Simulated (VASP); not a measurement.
Output of a VASP run:

OSZICAR:
```
...
DAV:  21     0.229664375986E+03   -0.27851E-02   -0.11065E-01    16   0.372E-01    0.173E+02
DAV:  22     0.229673122125E+03    0.87461E-02   -0.17380E-04     8   0.250E-01    0.110E+02
DAV:  23     0.229670821697E+03   -0.23004E-02   -0.64779E-05     8   0.153E-01    0.663E+01
DAV:  24     0.229673418344E+03    0.25966E-02   -0.22513E-05     8   0.889E-02    0.378E+01
DAV:  25     0.229672406369E+03   -0.10120E-02   -0.68224E-06     8   0.485E-02    0.205E+01
DAV:  26     0.229673084890E+03    0.67852E-03   -0.19698E-06     8   0.265E-02    0.106E+01
DAV:  27     0.229672780478E+03   -0.30441E-03   -0.51042E-07     8   0.134E-02    0.516E+00
DAV:  28     0.229672937803E+03    0.15733E-03   -0.11658E-07     8   0.632E-03    0.245E+00
DAV:  29     0.229672867124E+03   -0.70679E-04   -0.25784E-08     8   0.303E-03
   2 F= 0.22967287E+03 E0= 0.22977611E+03  d E =0.247361E+03
       N       E                     dE             d eps       ncg     rms          rms(c)
DAV:   1    -0.324198115536E+02   -0.26209E+03   -0.15157E+03    16   0.412E+02    0.169E+03
DAV:   2    -0.545870207886E+01    0.26961E+02   -0.19043E+01    32   0.521E+01    0.103E+03
DAV:   3    -0.187260821463E+02   -0.13267E+02   -0.15393E+02    16   0.651E+01    0.331E+01
DAV:   4    -0.179820246500E+02    0.74406E+00   -0.17245E+00    16   0.143E+01    0.140E+01
DAV:   5    -0.179190443820E+02    0.62980E-01   -0.39553E-01    16   0.680E+00    0.414E+00
DAV:   6    -0.179139568325E+02    0.50875E-02   -0.55198E-03    16   0.818E-01    0.103E+00
DAV:   7    -0.179137537785E+02    0.20305E-03   -0.60850E-04    32   0.269E-01    0.541E-02
DAV:   8    -0.179137631782E+02   -0.93998E-05   -0.20365E-06    24   0.996E-03
   3 F= -.17913763E+02 E0= -.17876353E+02  d E =-.226040E+00
       N       E                     dE             d eps       ncg     rms          rms(c)
DAV:   1    -0.181016934352E+02   -0.18794E+00   -0.10501E+00    16   0.115E+01    0.954E-01
DAV:   2    -0.180881820460E+02    0.13511E-01   -0.13528E-02    16   0.129E+00    0.370E-01
DAV:   3    -0.180838521836E+02    0.43299E-02   -0.78713E-03    16   0.986E-01    0.412E-01
DAV:   4    -0.180836124396E+02    0.23974E-03   -0.16152E-04    16   0.144E-01    0.178E-02
DAV:   5    -0.180836131274E+02   -0.68778E-06   -0.13238E-07     8   0.273E-03
   4 F= -.18083613E+02 E0= -.18046203E+02  d E =-.395890E+00
       N       E                     dE             d eps       ncg     rms          rms(c)
DAV:   1    -0.184367544106E+02   -0.35314E+00   -0.81520E+00    16   0.337E+01    0.344E+00
DAV:   2    -0.183309145802E+02    0.10584E+00   -0.10231E-01    16   0.380E+00    0.101E+00
DAV:   3    -0.182965422288E+02    0.34372E-01   -0.57896E-02    16   0.286E+00    0.105E+00
DAV:   4    -0.182943015889E+02    0.22406E-02   -0.16035E-03    24   0.484E-01    0.149E-01
DAV:   5    -0.182942996338E+02    0.19551E-05   -0.47916E-06     8   0.166E-02
   5 F= -.18294300E+02 E0= -.18256889E+02  d E =-.606576E+00
       N       E                     dE             d eps       ncg     rms          rms(c)
DAV:   1    -0.182961850164E+02   -0.18834E-02   -0.46374E-02    16   0.262E+00    0.276E-01
DAV:   2    -0.182955797139E+02    0.60530E-03   -0.58334E-04    16   0.287E-01    0.862E-02
DAV:   3    -0.182953823181E+02    0.19740E-03   -0.36056E-04    16   0.226E-01    0.694E-02
DAV:   4    -0.182953736212E+02    0.86969E-05   -0.48930E-06     8   0.268E-02
   6 F= -.18295374E+02 E0= -.18257963E+02  d E =-.607650E+00
```

**OUTCAR**
```
------------------------ aborting loop because EDIFF is reached ----------------------------------------
  FORCE on cell =-STRESS in cart. coord.  units (eV):
  Direction    XX          YY          ZZ          XY          YZ          ZX
  --------------------------------------------------------------------------------------
  Total       -0.0078722     -0.0078722     -0.0078722      0.0000000     -0.0000000      0.0000000
  in kB       -1.0315889     -1.0315889     -1.0315889      0.0000000     -0.0000000      0.0000000
  external PRESSURE =      -1.0315889 kB  Pullay stress =       0.0000000 kB
  volume of cell :       12.23
      direct lattice vectors                 reciprocal lattice vectors
     0.000000000  1.828480708  1.828480708    -0.273451067  0.273451067  0.273451067
     1.828480708  0.000000000  1.828480708     0.273451067 -0.273451067  0.273451067
     1.828480708  1.828480708  0.000000000     0.273451067  0.273451067 -0.273451067
 POSITION                                       TOTAL-FORCE (eV/Angst)
 -----------------------------------------------------------------------------------
      0.00000      0.00000      0.00000         0.000000     -0.000000     -0.000000
 -----------------------------------------------------------------------------------
    total drift:                               -0.000000     -0.000000      0.000000
  FREE ENERGIE OF THE ION-ELECTRON SYSTEM (eV)
  ---------------------------------------------------
  free  energy   TOTEN  =       -18.2953736212 eV

  energy  without entropy=      -18.1831427270  energy(sigma->0) =      -18.25796332

 reached required accuracy - stopping structural energy minimisation
```
(Selected blocks of OUTCAR.)

File POSCAR:
```
Ir
1
    0.0000000000     1.9130910000     1.9130910000
    1.9130910000     0.0000000000     1.9130910000
    1.9130910000     1.9130910000     0.0000000000
Ir
1
Direct
  0.0000000000   0.0000000000   0.0000000000
```

Task: Write an INCAR and KPOINTS that could have produced this output.

Result: Several could match; the one computed here: the input of the run itself, PBE GGA, plane waves, VASP's PBE PAW potentials (set 64).

**INCAR**
```
! general
SYSTEM   =  Ir
PREC     =  Accurate
ENCUT    =  180   ! plane-wave cut-off (eV)
LREAL    =  .False.   ! projection in real space or not
LASPH    =  .True.   ! aspherical one-centre terms

! electronic loop
EDIFF    =  1E-04   ! SCF stop (eV)
NELM     =  100   ! most electronic steps
ALGO     =  Normal
LMAXMIX  =  6

! smearing
ISMEAR   =  1
SIGMA    =  0.272

! functional
GGA      =  PE

! ions
IBRION   =  2   ! conjugate gradients
NSW      =  50   ! most ionic steps
ISIF     =  3   ! ions, shape and volume
EDIFFG   =  -0.01   ! ionic stop

! output
LWAVE    =  .False.
LCHARG   =  .False.
```

File KPOINTS:
```
K-points
0
Gamma
  1 1 1
```

POTCAR, in this order: Ir (PBE.64 set). Program: vasp_std.

At this cut-off the stress carries a Pulay error, which pulls relaxed volumes low. Energy and stress use the plane-wave basis of the starting cell.

The structure comes from a computed database's Ir entry; how it stands against other phases isn't given here. This run relaxes it. Symmetry was kept, so distortions that lower it aren't found. The k-mesh is coarse (spacing up to 2.98 per Å, 2π included), so the numbers may not be converged in it. The run is one of a series of settings (EDIFF = 1E-04, EDIFFG = -0.01, ENCUT = 180, IBRION = 2, ISIF = 3, NSW = 50, KPOINTS 1×1×1 Γ-centred mesh against the base run), some of them coarse on purpose. VASP warned that the highest band is occupied, so more bands are needed.
